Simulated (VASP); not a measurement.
An input for Quantum ESPRESSO's pw.x (written as the equivalent of a VASP run, and not itself run):

```
&CONTROL
  calculation = 'scf'
  pseudo_dir = './pseudo'
  outdir = './out'
  tprnfor = .true.
  tstress = .true.
/
&SYSTEM
  ibrav = 0
  nat = 5
  ntyp = 3
  ecutwfc = 84
  occupations = 'smearing'
  smearing = 'fermi-dirac'
  degauss = 0.003675
  input_dft = 'pbesol'
/
&ELECTRONS
  conv_thr = 7.3e-08
  electron_maxstep = 100
/
ATOMIC_SPECIES
  K 39.098 K.upf
  Ta 180.948 Ta.upf
  O 15.999 O.upf
CELL_PARAMETERS angstrom
     3.9900000    0.0000000    0.0000000
     0.0000000    3.9900000    0.0000000
     0.0000000    0.0000000    3.9900000
ATOMIC_POSITIONS crystal
  K    0.0000000  0.0000000  0.0000000
  Ta   0.5000000  0.5000000  0.5000000
  O    0.5000000  0.0000000  0.5000000
  O    0.0000000  0.5000000  0.5000000
  O    0.5000000  0.5000000  0.0000000
K_POINTS automatic
  6 6 6 0 0 0
```

Translate this input to VASP (INCAR, KPOINTS, POSCAR, choice of POTCAR).

One answer among several that fit: 
INCAR:
```
# general
SYSTEM =KTaO3
PREC   =Accurate
ENCUT  =400
LREAL  =F
LASPH  =T

# electronic loop
EDIFF  =1E-6
NELM   =100
ALGO   =Normal
LMAXMIX=6

# smearing
ISMEAR =-1
SIGMA  =0.05

# functional
GGA    =PS

# ions
ISIF   =2

# output
LWAVE  =F
LCHARG =F
```

### KPOINTS
```
Automatic mesh
0
Gamma
6 6 6
0 0 0
```

**POSCAR**
```
KTaO3
3.990
  1.0000000000   0.0000000000   0.0000000000
  0.0000000000   1.0000000000   0.0000000000
  0.0000000000   0.0000000000   1.0000000000
K Ta O
1 1 3
Cartesian
  0.0000000000   0.0000000000   0.0000000000
  0.5000000000   0.5000000000   0.5000000000
  0.5000000000   0.0000000000   0.5000000000
  0.0000000000   0.5000000000   0.5000000000
  0.5000000000   0.5000000000   0.0000000000
```

POTCAR, in this order: K_sv Ta_pv O (PBE.64 set). Program: vasp_std.

The two are equivalent in intent, not identical: the potentials are each code's own (VASP's PAW set, PseudoDojo norm-conserving files in pw.x), so ENCUT and ecutwfc are chosen apart and not converted; conv_thr bounds pw.x's estimated SCF error, while EDIFF bounds the energy change between steps.

The structure is a typed KTaO3 crystal. The cell was not relaxed at this level.
